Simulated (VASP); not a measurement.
OSZICAR of a VASP run on AgCl:

### OSZICAR
```
       N       E                     dE             d eps       ncg     rms          rms(c)
DAV:   1     0.484515874981E+03    0.48452E+03   -0.26948E+04   516   0.113E+03
DAV:   2     0.261085616227E+02   -0.45841E+03   -0.44402E+03   650   0.264E+02
DAV:   3    -0.231293454626E+02   -0.49238E+02   -0.48738E+02   608   0.820E+01
DAV:   4    -0.245560259498E+02   -0.14267E+01   -0.14233E+01   583   0.163E+01
DAV:   5    -0.245899406573E+02   -0.33915E-01   -0.33902E-01   605   0.255E+00    0.141E+01
DAV:   6    -0.238665717361E+02    0.72337E+00   -0.22414E+00   592   0.107E+01    0.923E+00
DAV:   7    -0.238609515058E+02    0.56202E-02   -0.86053E-01   562   0.436E+00    0.216E+00
DAV:   8    -0.238408783758E+02    0.20073E-01   -0.82085E-02   575   0.193E+00    0.636E-01
DAV:   9    -0.238414921301E+02   -0.61375E-03   -0.28349E-02   562   0.873E-01    0.238E-01
DAV:  10    -0.238412034957E+02    0.28863E-03   -0.11355E-03   597   0.183E-01    0.124E-01
DAV:  11    -0.238411024066E+02    0.10109E-03   -0.82131E-04   602   0.161E-01    0.494E-02
DAV:  12    -0.238410710416E+02    0.31365E-04   -0.17447E-04   570   0.104E-01    0.269E-02
DAV:  13    -0.238411699188E+02   -0.98877E-04   -0.11561E-04   551   0.443E-02    0.199E-02
DAV:  14    -0.238413692097E+02   -0.19929E-03   -0.59238E-05   556   0.329E-02    0.112E-02
DAV:  15    -0.238415025588E+02   -0.13335E-03   -0.99444E-06   428   0.181E-02    0.550E-03
DAV:  16    -0.238415881929E+02   -0.85634E-04   -0.65736E-06   390   0.132E-02    0.702E-03
DAV:  17    -0.238416058827E+02   -0.17690E-04   -0.19509E-06   391   0.729E-03    0.458E-03
DAV:  18    -0.238416113861E+02   -0.55034E-05   -0.31752E-07   322   0.356E-03
   1 F= -.23841611E+02 E0= -.23841611E+02  d E =-.238416E+02
       N       E                     dE             d eps       ncg     rms          rms(c)
DAV:   1    -0.238460402097E+02   -0.44343E-02   -0.14656E+00   531   0.482E+00    0.243E-01
DAV:   2    -0.238483987040E+02   -0.23585E-02   -0.27189E-02   564   0.806E-01    0.111E-01
DAV:   3    -0.238482975435E+02    0.10116E-03   -0.51163E-04   580   0.139E-01    0.855E-02
DAV:   4    -0.238482242061E+02    0.73337E-04   -0.21450E-04   586   0.983E-02    0.459E-02
DAV:   5    -0.238482251550E+02   -0.94887E-06   -0.73557E-05   578   0.456E-02
   2 F= -.23848225E+02 E0= -.23848225E+02  d E =-.661377E-02
       N       E                     dE             d eps       ncg     rms          rms(c)
DAV:   1    -0.238425466729E+02    0.56775E-02   -0.13209E+01   516   0.145E+01    0.726E-01
DAV:   2    -0.238640443395E+02   -0.21498E-01   -0.24809E-01   567   0.242E+00    0.334E-01
DAV:   3    -0.238630609401E+02    0.98340E-03   -0.46486E-03   583   0.423E-01    0.256E-01
DAV:   4    -0.238623652847E+02    0.69566E-03   -0.20515E-03   586   0.305E-01    0.138E-01
DAV:   5    -0.238623727584E+02   -0.74737E-05   -0.63591E-04   589   0.132E-01    0.525E-02
DAV:   6    -0.238623666226E+02    0.61359E-05   -0.46330E-05   549   0.901E-02
   3 F= -.23862367E+02 E0= -.23862367E+02  d E =-.207552E-01
       N       E                     dE             d eps       ncg     rms          rms(c)
DAV:   1    -0.237840800957E+02    0.78293E-01   -0.53145E+01   516   0.293E+01    0.145E+00
DAV:   2    -0.238731900185E+02   -0.89110E-01   -0.10283E+00   570   0.487E+00    0.692E-01
DAV:   3    -0.238688494826E+02    0.43405E-02   -0.19481E-02   583   0.879E-01    0.530E-01
DAV:   4    -0.238663031895E+02    0.25463E-02   -0.74040E-03   586   0.545E-01    0.312E-01
DAV:   5    -0.238660706418E+02    0.23255E-03   -0.20623E-03   589   0.261E-01    0.127E-01
DAV:   6    -0.238659891770E+02    0.81465E-04   -0.49809E-04   645   0.249E-01    0.375E-02
DAV:   7    -0.238660801274E+02   -0.90950E-04   -0.17294E-04   591   0.696E-02    0.407E-02
DAV:   8    -0.238661634517E+02   -0.83324E-04   -0.44502E-05   532   0.329E-02    0.218E-02
DAV:   9    -0.238662253909E+02   -0.61939E-04   -0.17274E-05   487   0.248E-02    0.664E-03
DAV:  10    -0.238663097379E+02   -0.84347E-04   -0.12218E-05   441   0.128E-02    0.570E-03
DAV:  11    -0.238663627997E+02   -0.53062E-04   -0.54661E-06   391   0.920E-03    0.410E-03
DAV:  12    -0.238663805394E+02   -0.17740E-04   -0.16426E-06   391   0.426E-03    0.255E-03
DAV:  13    -0.238663942859E+02   -0.13746E-04   -0.85970E-07   383   0.316E-03    0.175E-03
DAV:  14    -0.238664092042E+02   -0.14918E-04   -0.19219E-06   383   0.386E-03    0.102E-03
DAV:  15    -0.238664110723E+02   -0.18681E-05   -0.27894E-07   370   0.189E-03
   4 F= -.23866411E+02 E0= -.23866411E+02  d E =-.247997E-01
       N       E                     dE             d eps       ncg     rms          rms(c)
DAV:   1    -0.238581110577E+02    0.82981E-02   -0.71597E+00   519   0.107E+01    0.585E-01
DAV:   2    -0.238695976963E+02   -0.11487E-01   -0.13288E-01   564   0.174E+00    0.249E-01
DAV:   3    -0.238690724887E+02    0.52521E-03   -0.25213E-03   597   0.300E-01    0.191E-01
DAV:   4    -0.238687467087E+02    0.32578E-03   -0.87033E-04   589   0.190E-01    0.108E-01
DAV:   5    -0.238687123075E+02    0.34401E-04   -0.31292E-04   597   0.110E-01    0.238E-02
DAV:   6    -0.238687039301E+02    0.83774E-05   -0.31541E-05   466   0.634E-02
   5 F= -.23868704E+02 E0= -.23868704E+02  d E =-.270925E-01
       N       E                     dE             d eps       ncg     rms          rms(c)
DAV:   1    -0.238689771691E+02   -0.26486E-03   -0.38768E+00   516   0.807E+00    0.253E-01
DAV:   2    -0.238735006886E+02   -0.45235E-02   -0.50403E-02   567   0.118E+00    0.151E-01
DAV:   3    -0.238733349703E+02    0.16572E-03   -0.82820E-04   594   0.174E-01    0.125E-01
DAV:   4    -0.238732590515E+02    0.75919E-04   -0.21556E-04   589   0.715E-02    0.809E-02
DAV:   5    -0.238732506334E+02    0.84180E-05   -0.77436E-05   541   0.580E-02
   6 F= -.23873251E+02 E0= -.23873251E+02  d E =-.454670E-02
       N       E                     dE             d eps       ncg     rms          rms(c)
DAV:   1    -0.238428097966E+02    0.30449E-01   -0.35057E+01   516   0.243E+01    0.805E-01
DAV:   2    -0.238841560013E+02   -0.41346E-01   -0.46373E-01   567   0.357E+00    0.462E-01
DAV:   3    -0.238825275687E+02    0.16284E-02   -0.79303E-03   597   0.553E-01    0.374E-01
DAV:   4    -0.238819069395E+02    0.62063E-03   -0.15884E-03   594   0.185E-01    0.260E-01
DAV:   5    -0.238816993778E+02    0.20756E-03   -0.46226E-04   597   0.138E-01    0.145E-01
DAV:   6    -0.238816377965E+02    0.61581E-04   -0.63352E-04   581   0.162E-01    0.191E-02
DAV:   7    -0.238816531070E+02   -0.15310E-04   -0.15389E-04   547   0.631E-02    0.293E-02
DAV:   8    -0.238816534591E+02   -0.35206E-06   -0.30649E-06   325   0.134E-02
   7 F= -.23881653E+02 E0= -.23881653E+02  d E =-.129495E-01
       N       E                     dE             d eps       ncg     rms          rms(c)
DAV:   1    -0.237092309137E+02    0.17242E+00   -0.14244E+02   516   0.495E+01    0.182E+00
DAV:   2    -0.238855218151E+02   -0.17629E+00   -0.19878E+00   559   0.733E+00    0.106E+00
DAV:   3    -0.238777376007E+02    0.77842E-02   -0.37664E-02   597   0.127E+00    0.814E-01
DAV:   4    -0.238754275270E+02    0.23101E-02   -0.67253E-03   629   0.367E-01    0.599E-01
DAV:   5    -0.238744057407E+02    0.10218E-02   -0.12733E-03   588   0.218E-01    0.425E-01
DAV:   6    -0.238735792456E+02    0.82650E-03   -0.53183E-03   578   0.467E-01    0.782E-02
DAV:   7    -0.238736909539E+02   -0.11171E-03   -0.12532E-03   556   0.179E-01    0.523E-02
DAV:   8    -0.238736950342E+02   -0.40802E-05   -0.24400E-05   489   0.391E-02
   8 F= -.23873695E+02 E0= -.23873695E+02  d E =-.499110E-02
       N       E                     dE             d eps       ncg     rms          rms(c)
DAV:   1    -0.237975745989E+02    0.76116E-01   -0.76782E+01   516   0.360E+01    0.131E+00
DAV:   2    -0.238883562287E+02   -0.90782E-01   -0.10219E+00   564   0.530E+00    0.722E-01
DAV:   3    -0.238847916656E+02    0.35646E-02   -0.18460E-02   594   0.843E-01    0.569E-01
DAV:   4    -0.238835152172E+02    0.12764E-02   -0.32116E-03   610   0.250E-01    0.402E-01
DAV:   5    -0.238828482791E+02    0.66694E-03   -0.17144E-03   569   0.283E-01    0.183E-01
DAV:   6    -0.238828191778E+02    0.29101E-04   -0.11004E-03   599   0.178E-01    0.331E-02
DAV:   7    -0.238828324191E+02   -0.13241E-04   -0.19505E-04   531   0.649E-02    0.325E-02
DAV:   8    -0.238828326610E+02   -0.24186E-06   -0.10924E-05   327   0.161E-02
   9 F= -.23882833E+02 E0= -.23882833E+02  d E =-.141287E-01
       N       E                     dE             d eps       ncg     rms          rms(c)
DAV:   1    -0.238807499992E+02    0.20824E-02   -0.38050E+00   516   0.796E+00    0.395E-01
DAV:   2    -0.238838187891E+02   -0.30688E-02   -0.33348E-02   564   0.105E+00    0.920E-02
DAV:   3    -0.238838441580E+02   -0.25369E-04   -0.47732E-04   574   0.125E-01    0.571E-02
DAV:   4    -0.238838322328E+02    0.11925E-04   -0.14380E-04   593   0.613E-02    0.154E-02
DAV:   5    -0.238838334459E+02   -0.12131E-05   -0.27089E-05   455   0.239E-02
  10 F= -.23883833E+02 E0= -.23883833E+02  d E =-.100078E-02
```

Q: Which electronic solver shows in the log?

A: It is blocked Davidson (ALGO = Normal, or the opening steps of other solvers). The INCAR had ALGO = Normal.

Q: Can the final energy be trusted as converged?

A: The run converged. It stopped with EDIFF = 1E-5, NELM = 100, NSW = 50 and EDIFFG = -0.03 after 10 ionic steps (PBEsol GGA, plane waves, VASP's PBE PAW potentials (set 64)).

The cell is a thin slab with vacuum, built from AgCl (rock salt): (100) face.
